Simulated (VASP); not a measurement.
An input for Quantum ESPRESSO's pw.x (written as the equivalent of a VASP run, and not itself run):

```
&CONTROL
  calculation = 'vc-relax'
  pseudo_dir = './pseudo'
  outdir = './out'
  tprnfor = .true.
  tstress = .true.
  nstep = 60
  forc_conv_thr = 0.00039
/
&SYSTEM
  ibrav = 0
  nat = 2
  ntyp = 2
  ecutwfc = 56
  occupations = 'smearing'
  smearing = 'gaussian'
  degauss = 0.003675
  input_dft = 'pz'
/
&ELECTRONS
  conv_thr = 7.3e-08
  electron_maxstep = 100
/
&IONS
/
&CELL
/
ATOMIC_SPECIES
  Cs 132.905 Cs.upf
  Cl 35.450 Cl.upf
CELL_PARAMETERS angstrom
     4.1200000    0.0000000    0.0000000
     0.0000000    4.1200000    0.0000000
     0.0000000    0.0000000    4.1200000
ATOMIC_POSITIONS crystal
  Cs   0.0000000  0.0000000  0.0000000
  Cl   0.5000000  0.5000000  0.5000000
K_POINTS automatic
  6 6 6 0 0 0
```

Problem. Write the VASP files for the same calculation (LDA).

Solution. This is not unique; one that fits is 
KPOINTS:
```
Automatic mesh
0
Gamma
6 6 6
0 0 0
```

INCAR:
```
SYSTEM = CsCl
PREC = Accurate
ENCUT = 400
EDIFF = 1E-6
NELM = 100
ALGO = Normal
LREAL = .FALSE.
LASPH = .TRUE.
ISMEAR = 0
SIGMA = 0.05
LMAXMIX = 4
LWAVE = .FALSE.
LCHARG = .FALSE.
IBRION = 2
ISIF = 3
NSW = 60
EDIFFG = -0.01
```

**POSCAR**
```
CsCl
1
    4.1200000000     0.0000000000     0.0000000000
    0.0000000000     4.1200000000     0.0000000000
    0.0000000000     0.0000000000     4.1200000000
Cs Cl
1 1
Direct
  0.0000000000   0.0000000000   0.0000000000
  0.5000000000   0.5000000000   0.5000000000
```

POTCAR, in this order: Cs_sv Cl (LDA.64 set). Program: vasp_std.

The two are equivalent in intent, not identical: the potentials are each code's own (VASP's PAW set, PseudoDojo norm-conserving files in pw.x), so ENCUT and ecutwfc are chosen apart and not converted; conv_thr bounds pw.x's estimated SCF error, while EDIFF bounds the energy change between steps; forc_conv_thr acts on force components and is met together with etot_conv_thr.

The compound is CsCl in the CsCl type structure. This run relaxes it. Symmetry was kept, so distortions that lower it aren't found.
